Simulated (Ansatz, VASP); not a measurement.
# HfB in two plane-wave programs

Wanted: the spread between two codes on one cell, functional and k mesh. The cell is taken from a series of runs on this material, whose earlier steps may have relaxed, scaled, displaced or heated it; both programs get it as it stands.

Method: plane waves, with VASP 6.6.1 beside it; zone-centre phonons at RPBE, in Ansatz 0.2.0.

## 1. The structure

It takes space group Fm-3m (No. 225, cubic). The conventional cell has a = 4.865 Å, b = 4.865 Å, c = 4.865 Å, α = 90.00°, β = 90.00°, γ = 90.00°. Hf has 6 B at 2.43 Å nearest. B has 6 Hf at 2.43 Å nearest. Farther neighbours are not listed.

## 2. VASP: zone-centre phonons, RPBE

Second derivatives magnify differences that forces hide, and they need a tight electronic threshold.

Lines of VASP's logs that name or quote its potential files are left out, and so is its time.

File INCAR:

```
SYSTEM = HfB
PREC = Accurate
ENCUT = 500
EDIFF = 1E-08
NELM = 120
ISMEAR = 1
SIGMA = 0.15
LREAL = .FALSE.
ALGO = Normal
GGA = RP
NBANDS = 12
LASPH = .TRUE.
LORBIT = 11
LWAVE = .FALSE.
LCHARG = .FALSE.
ISIF = 2
IBRION = 8
GGA_COMPAT = .FALSE.
KPAR = 2
```

File POSCAR:

```
HfB
1.0
    0.0000000000      2.4324802921      2.4324802921
    2.4324802921      0.0000000000      2.4324802921
    2.4324802921      2.4324802921      0.0000000000
Hf B
1 1
Direct
    0.5000000000      0.5000000000      0.5000000000
    0.0000000000      0.0000000000      0.0000000000
```

File KPOINTS:

```
Automatic mesh
0
Gamma
16 16 16
0 0 0
```

The projector-augmented-wave data sets are Hf_pv and B (PBE family, release 64).

On the command line:

```
$ mpirun -np 2 vasp_std
```

Numbers of over 12 decimals in the logs are rounded to 6 here.

Output:

```text
[banner, memory and clock lines left out]
running    2 mpi-ranks, on    1 nodes
 distrk:  each k-point on    1 cores,    2 groups
 distr:  one band on    1 cores,    1 groups

 POSCAR found type information on POSCAR HfB
 POSCAR found :  2 types and       2 ions
|                                                                             |
|               ----> ADVICE to this user running VASP <----                  |
|                                                                             |
|     You enforced a specific xc type in the INCAR file but a different       |
|     [... a line on the potential file left out ...]
|     I HOPE YOU KNOW WHAT YOU ARE DOING!                                     |
|                                                                             |

 LDA part: xc-table for (Slater+PW92), standard interpolation
 POSCAR, INCAR and KPOINTS ok, starting setup
 FFT: planning ... GRIDC
 FFT: planning ... GRID_SOFT
 FFT: planning ... GRID
 WAVECAR not read
 entering main loop
       N       E                     dE             d eps       ncg     rms          rms(c)
DAV:   1     0.170483685818E+02    0.17048E+02   -0.69494E+03  3480   0.964E+02
DAV:   2    -0.173925137639E+02   -0.34441E+02   -0.32762E+02  4208   0.189E+02
DAV:   3    -0.184306640576E+02   -0.10382E+01   -0.10272E+01  4404   0.228E+01
DAV:   4    -0.184366534510E+02   -0.59894E-02   -0.59755E-02  3864   0.206E+00
DAV:   5    -0.184366959161E+02   -0.42465E-04   -0.42464E-04  4404   0.161E-01    0.519E+01
DAV:   6    -0.167880131043E+02    0.16487E+01   -0.46062E+00  3856   0.116E+01    0.338E+01
DAV:   7    -0.167526050889E+02    0.35408E-01   -0.62044E-01  4140   0.542E+00    0.107E+01
DAV:   8    -0.167361817944E+02    0.16423E-01   -0.77269E-02  3908   0.162E+00    0.904E-01
DAV:   9    -0.167360311473E+02    0.15065E-03   -0.27041E-03  4028   0.403E-01    0.232E-01
DAV:  10    -0.167360482875E+02   -0.17140E-04   -0.84323E-05  4184   0.735E-02    0.268E-02
DAV:  11    -0.167360498313E+02   -0.15438E-05   -0.64193E-06  4252   0.171E-02    0.335E-02
DAV:  12    -0.167360486528E+02    0.11784E-05   -0.16315E-06  3988   0.105E-02    0.278E-03
DAV:  13    -0.167360487042E+02   -0.51332E-07   -0.34511E-08  4172   0.180E-03    0.418E-04
DAV:  14    -0.167360487210E+02   -0.16847E-07   -0.37369E-09  2048   0.519E-04    0.169E-04
DAV:  15    -0.167360487169E+02    0.41234E-08   -0.33306E-10  1880   0.167E-04
   1 F= -.16736049E+02 E0= -.16736513E+02  d E =0.139260E-02
 Linear response reoptimize wavefunctions to high precision
DAV:   1    -0.167360487137E+02    0.32223E-08   -0.37255E-11  1932   0.532E-05
DAV:   2    -0.167360487137E+02    0.52296E-11   -0.33706E-12  1868   0.163E-05
 Linear response DOF=           2
 Linear response progress:
  Degree of freedom:   1/  2
       N       E                     dE             d eps       ncg     rms          rms(c)
RMM:   1    -0.213407702156E+00   -0.21341E+00    0.44294E+00  8995   0.134E+01
RMM:   2    -0.217138192292E+00   -0.37305E-02   -0.33780E-02 12905   0.137E+00    0.482E-01
RMM:   3    -0.216366399841E+00    0.77179E-03   -0.14018E-03 16537   0.192E-01    0.157E-01
RMM:   4    -0.215889261985E+00    0.47714E-03   -0.12445E-04 17523   0.682E-02    0.124E-01
RMM:   5    -0.215397874481E+00    0.49139E-03   -0.41823E-05 16035   0.550E-02    0.121E-02
RMM:   6    -0.215363196881E+00    0.34678E-04   -0.34932E-06 18274   0.139E-02    0.278E-03
RMM:   7    -0.215369422449E+00   -0.62256E-05    0.10504E-06 16906   0.408E-03    0.402E-03
RMM:   8    -0.215367797194E+00    0.16253E-05    0.12276E-06 18211   0.120E-03    0.149E-03
RMM:   9    -0.215369096282E+00   -0.12991E-05   -0.14687E-06 18560   0.432E-04    0.160E-04
RMM:  10    -0.215369213198E+00   -0.11692E-06   -0.12023E-06 18616   0.134E-04    0.731E-05
RMM:  11    -0.215369283296E+00   -0.70098E-07   -0.85025E-07 18298   0.571E-05    0.725E-06
RMM:  12    -0.215369323140E+00   -0.39844E-07   -0.31783E-07 19257   0.293E-05    0.150E-05
RMM:  13    -0.215369320715E+00    0.24250E-08   -0.15850E-07 17423   0.177E-05    0.147E-06
RMM:  14    -0.215369322220E+00   -0.15050E-08   -0.78076E-08 13153   0.131E-05    0.382E-06
 first order change of Fermi-energy   0.71041E-03
 force on displaced ion       1 direction 1 :  -7.322   0.000   0.000
 Linear response progress:
  Degree of freedom:   2/  2
       N       E                     dE             d eps       ncg     rms          rms(c)
RMM:   1    -0.413280234056E-01   -0.41328E-01    0.62913E-03 18267   0.117E+00
RMM:   2    -0.401795529215E-01    0.11485E-02   -0.18458E-03 13683   0.221E-01    0.290E-01
RMM:   3    -0.403485688109E-01   -0.16902E-03   -0.45986E-04 12198   0.116E-01    0.147E-01
RMM:   4    -0.409597075890E-01   -0.61114E-03   -0.30595E-04 13036   0.874E-02    0.192E-02
RMM:   5    -0.409757367845E-01   -0.16029E-04   -0.17098E-05 13747   0.247E-02    0.657E-03
RMM:   6    -0.409885292698E-01   -0.12792E-04   -0.16617E-06 14643   0.644E-03    0.224E-03
RMM:   7    -0.409821656957E-01    0.63636E-05   -0.21574E-07 13428   0.272E-03    0.828E-04
RMM:   8    -0.409857162426E-01   -0.35505E-05   -0.28104E-08 14361   0.732E-04    0.860E-04
RMM:   9    -0.409840875837E-01    0.16287E-05   -0.34340E-09 13442   0.327E-04    0.890E-05
RMM:  10    -0.409848900754E-01   -0.80249E-06   -0.34579E-10 14683   0.124E-04    0.424E-05
RMM:  11    -0.409848152976E-01    0.74778E-07    0.98091E-10 15084   0.333E-05    0.180E-05
RMM:  12    -0.409847626605E-01    0.52637E-07   -0.24573E-10 13919   0.142E-05    0.388E-06
RMM:  13    -0.409847663722E-01   -0.37117E-08   -0.15811E-09 12223   0.630E-06    0.540E-07
 first order change of Fermi-energy  -0.38481E-03
 force on displaced ion       2 direction 1 :  -7.320   0.000   0.000
 Linear response finished
```

From OUTCAR (step 2):

```text
ion  position               nearest neighbor table
   1  0.500  0.500  0.500-   2 2.43   2 2.43   2 2.43   2 2.43   2 2.43   2 2.43
   2  0.000  0.000  0.000-   1 2.43   1 2.43   1 2.43   1 2.43   1 2.43   1 2.43

  LATTYP: Found a face centered cubic cell.
 ALAT       =     4.8649605842

 Subroutine GETGRP returns: Found 48 space group operations
 (whereof 48 operations were pure point group operations)

The static configuration has the point symmetry O_h .

 Found    145 irreducible k-points:

   k-points           NKPTS =    145   k-points in BZ     NKDIM =    145   number of bands    NBANDS=     12

   dimension x,y,z NGX =    28 NGY =   28 NGZ =   28
   dimension x,y,z NGXF=    56 NGYF=   56 NGZF=   56

   ENCUT  =  500.0 eV  36.75 Ry    6.06 a.u.   6.27  6.27  6.27*2*pi/ulx,y,z

   NELECT =      13.0000    total number of electrons

 k-points in reciprocal lattice and weights: Automatic mesh
   0.00000000  0.00000000  0.00000000       0.000
   0.06250000  0.00000000  0.00000000       0.002
   0.12500000  0.00000000  0.00000000       0.002
   0.18750000  0.00000000  0.00000000       0.002
   0.25000000  0.00000000  0.00000000       0.002
   0.31250000  0.00000000  0.00000000       0.002
   0.37500000  0.00000000  0.00000000       0.002
   0.43750000  0.00000000  0.00000000       0.002
   0.50000000  0.00000000  0.00000000       0.001
[...]
-0.31250000  0.50000000  0.18750000       0.003
  -0.25000000  0.50000000  0.25000000       0.001

 average (electrostatic) potential at core
       1 -36.8766       2 -27.0242

  Total       -0.0047320     -0.0047320     -0.0047320      0.0000000     -0.0000000      0.0000000
  in kB       -0.2633779     -0.2633779     -0.2633779      0.0000000     -0.0000000      0.0000000
  external PRESSURE =      -0.2633779 kB  Pullay stress =       0.0000000 kB

  energy-cutoff  :      500.00
  volume of cell :       28.79
      direct lattice vectors                 reciprocal lattice vectors
     0.000000000  2.432480292  2.432480292    -0.205551511  0.205551511  0.205551511
     2.432480292  0.000000000  2.432480292     0.205551511 -0.205551511  0.205551511
     2.432480292  2.432480292  0.000000000     0.205551511  0.205551511 -0.205551511

 POSITION                                       TOTAL-FORCE (eV/Angst)
 -----------------------------------------------------------------------------------
      2.43248      2.43248      2.43248        -0.000000      0.000000      0.000000
      0.00000      0.00000      0.00000         0.000000     -0.000000     -0.000000
 -----------------------------------------------------------------------------------
    total drift:                                0.000000      0.000000      0.000000

 Eigenvectors and eigenvalues of the dynamical matrix
 ----------------------------------------------------

   1 f  =   13.247634 THz    83.237341 2PiTHz  441.893514 cm-1    54.787788 meV
             X         Y         Z           dx          dy          dz
      2.432480  2.432480  2.432480     0.000000    0.000000   -0.239014
      0.000000  0.000000  0.000000     0.000000    0.000000    0.971016

   2 f  =   13.247634 THz    83.237341 2PiTHz  441.893514 cm-1    54.787788 meV
             X         Y         Z           dx          dy          dz
      2.432480  2.432480  2.432480     0.112999    0.210615    0.000000
      0.000000  0.000000  0.000000    -0.459071   -0.855644    0.000000

   3 f  =   13.247634 THz    83.237341 2PiTHz  441.893514 cm-1    54.787788 meV
             X         Y         Z           dx          dy          dz
      2.432480  2.432480  2.432480    -0.210615    0.112999   -0.000000
      0.000000  0.000000  0.000000     0.855644   -0.459071    0.000000

   4 f/i=    0.000501 THz     0.003147 2PiTHz    0.016705 cm-1     0.002071 meV
             X         Y         Z           dx          dy          dz
      2.432480  2.432480  2.432480    -0.630193   -0.715972   -0.181970
      0.000000  0.000000  0.000000    -0.155121   -0.176235   -0.044792

   5 f/i=    0.000501 THz     0.003147 2PiTHz    0.016705 cm-1     0.002071 meV
             X         Y         Z           dx          dy          dz
      2.432480  2.432480  2.432480    -0.734431    0.581436    0.255765
      0.000000  0.000000  0.000000    -0.180779    0.143119    0.062956

   6 f/i=    0.000501 THz     0.003147 2PiTHz    0.016705 cm-1     0.002071 meV
             X         Y         Z           dx          dy          dz
      2.432480  2.432480  2.432480     0.079624   -0.303627    0.918882
      0.000000  0.000000  0.000000     0.019599   -0.074737    0.226181

 ELASTIC MODULI CONTR FROM IONIC RELAXATION (kBar)
 Direction    XX          YY          ZZ          XY          YZ          ZX
 --------------------------------------------------------------------------------
 XX           0.0000      0.0000      0.0000      0.0000      0.0000      0.0000
 YY           0.0000      0.0000      0.0000      0.0000      0.0000      0.0000
 ZZ           0.0000      0.0000      0.0000      0.0000      0.0000      0.0000
 XY           0.0000      0.0000      0.0000      0.0000      0.0000      0.0000
 YZ           0.0000      0.0000      0.0000      0.0000      0.0000      0.0000
 ZX           0.0000      0.0000      0.0000      0.0000      0.0000      0.0000
 --------------------------------------------------------------------------------
```

This run has no spin polarisation. Its electron count is odd, so without a moment it is a metal by construction. Energies printed during the response cycles are not total energies of the cell. Harder data sets than Hf_pv exist (the GW ones), and pressures, volumes and forces can shift noticeably with them. The PAW data sets were made with PBE, which is usual practice but a small mismatch for other functionals.

[end of part 1 of 2]

[Lines on the potential files, build, host, timing and source positions are cut from VASP's logs without a mark.]

[Logs are printed without paths, hosts, clocks, repeated set-up lines and the standing remarks that a program may print on its own settings, such as how far it seeks lower states.]

[Hosts, paths, dates, database ids (printed as entryN), source tags and the programs' standing remarks are cut or masked in the printed files.]
